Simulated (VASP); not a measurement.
Given:

```yaml
crystal:
  lattice:
    - [0.00000, 2.71284, 2.71284]
    - [2.71284, 0.00000, 2.71284]
    - [2.71284, 2.71284, 0.00000]
  atoms:
    - { symbol: Ce, position: [0.00000, 0.00000, 0.00000] }
    - { symbol: O, position: [0.25000, 0.25000, 0.25000] }
    - { symbol: O, position: [0.75000, 0.75000, 0.75000] }
```

The numbers are results of PBE GGA, VASP's PBE PAW potentials (set 64) (plane waves; VASP 6.6.1), not measurements. Settings: 400 eV cut-off, 9×9×9 Γ-centred mesh, Fermi-Dirac smearing of 0.050 eV, potentials Ce O.

At this cut-off the stress carries a Pulay error, which pulls relaxed volumes low.

Problem. Give the stress tensor in GPa (positive for a compressed cell).

Solution. 
```
-1.21   0.00   0.00
 0.00  -1.21   0.00
 0.00   0.00  -1.21
```
The pressure is its mean diagonal, -1.21 GPa.

The structure is a typed CeO2 crystal (Fm-3m). The cell was not relaxed at this level. The run is not spin-polarised, so no magnetic state was tried.
